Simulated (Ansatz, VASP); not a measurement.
**ScTa2N3: VASP beside Ansatz**

```
Sc Ta N
1.0
     2.52354    1.45696    3.64709
    -2.52354    1.45696    3.64709
     0.00000   -2.91393    3.64709
Sc Ta N
1 2 3
Direct
  0.00000 0.00000 0.00000
  0.63008 0.63008 0.63008
  0.36992 0.36992 0.36992
  0.00000 0.50000 0.00000
  0.50000 0.00000 0.00000
  0.00000 0.00000 0.50000
```

Change from the starting cell: species swapped into the Dy2AlCo3 type (R-3m, No. 166).

Alike in both runs: task single point; functional PBE; k mesh 6 × 6 × 6; occupations gaussian, width 0.1 eV; no spin polarisation.

|  | VASP | Ansatz |
| --- | --- | --- |
| version | VASP 6.6.1 | Ansatz 0.2.0 |
| potentials or method | VASP PAW PBE potentials, release 64 (Sc_sv, Ta_pv, N) | scalar-relativistic, plane waves, PAW |
| plane-wave cutoff (eV) | 520 | 420 |
| valence electrons in the cell | 48 | 52 |

```csv
,VASP,Ansatz,Ansatz less VASP
gap on the k mesh at the Fermi level (eV),none,none,-
pressure (GPa),-18.0,-18.2,-0.23
largest component of the traceless stress (GPa),26.26,26.47,+0.210
rms of the force components (eV/Å),0.734,0.738,+0.0045
```

Atom by atom the forces differ by 0.004 eV/Å (rms over components). A gap of «none» marks a metal or a gap that the smearing closes. With one functional, cell and mesh, what is left measures potentials, basis and numerics. The two sets of potentials don't hold the same shells in valence.

Caveats: so large a pressure means that the cell lies far from this level's equilibrium, or that cutoff or potentials fall short (VASP); forces of over 1 eV/Å show positions far from the minimum, so gaps and moduli don't describe the material at rest. The runs have no spin-orbit coupling, so splittings on Ta are missing.
